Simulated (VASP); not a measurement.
Input for VASP

### POSCAR
```
SrVO3
3.744730
  1.0000000516   0.0000000000   0.0000000000
  0.0000000000   1.0000000516   0.0000000000
  0.0000000000   0.0000000000   1.0000000516
Sr V O
1 1 3
Cartesian
  0.0000000000   0.0000000000   0.0000000000
  0.5000000258   0.5000000258   0.5000000258
  0.5000000258   0.0000000000   0.5000000258
  0.0000000000   0.5000000258   0.5000000258
  0.5000000258   0.5000000258   0.0000000000
```

### KPOINTS
```
Automatic
0
Gamma
 8 8 8
```

INCAR:
```
SYSTEM = SrVO3
PREC = Accurate; ENCUT = 520; LREAL = .FALSE.
LASPH = .TRUE.
EDIFF = 1E-7; NELM = 100; ALGO = Normal
LMAXMIX = 4
ISMEAR = 1; SIGMA = 0.1
GGA = CX; LUSE_VDW = .TRUE.; AGGAC = 0.0
ISIF = 2
LWAVE = .FALSE.; LCHARG = .FALSE.
```

POTCAR, in this order: Sr_sv V_sv O (PBE.64 set). Program: vasp_std.

Task: Write an equivalent input for Quantum ESPRESSO's pw.x.

Result: One equivalent input (not run):
```
&CONTROL
  calculation = 'scf'
  pseudo_dir = './pseudo'
  outdir = './out'
  tprnfor = .true.
  tstress = .true.
/
&SYSTEM
  ibrav = 0
  nat = 5
  ntyp = 3
  ecutwfc = 84
  occupations = 'smearing'
  smearing = 'methfessel-paxton'
  degauss = 0.00735
  input_dft = 'vdw-df-cx'
/
&ELECTRONS
  conv_thr = 7.3e-09
  electron_maxstep = 100
/
ATOMIC_SPECIES
  Sr 87.620 Sr.upf
  V 50.941 V.upf
  O 15.999 O.upf
CELL_PARAMETERS angstrom
     3.7447302    0.0000000    0.0000000
     0.0000000    3.7447302    0.0000000
     0.0000000    0.0000000    3.7447302
ATOMIC_POSITIONS crystal
  Sr   0.0000000  0.0000000  0.0000000
  V    0.5000000  0.5000000  0.5000000
  O    0.5000000  0.0000000  0.5000000
  O    0.0000000  0.5000000  0.5000000
  O    0.5000000  0.5000000  0.0000000
K_POINTS automatic
  8 8 8 0 0 0
```
The two are equivalent in intent, not identical: the potentials are each code's own (VASP's PAW set, PseudoDojo norm-conserving files in pw.x), so ENCUT and ecutwfc are chosen apart and not converted; conv_thr bounds pw.x's estimated SCF error, while EDIFF bounds the energy change between steps.

The compound is SrVO3 in the cubic perovskite structure. This cell is one point of a volume scan, at 0.94 of the reference volume.
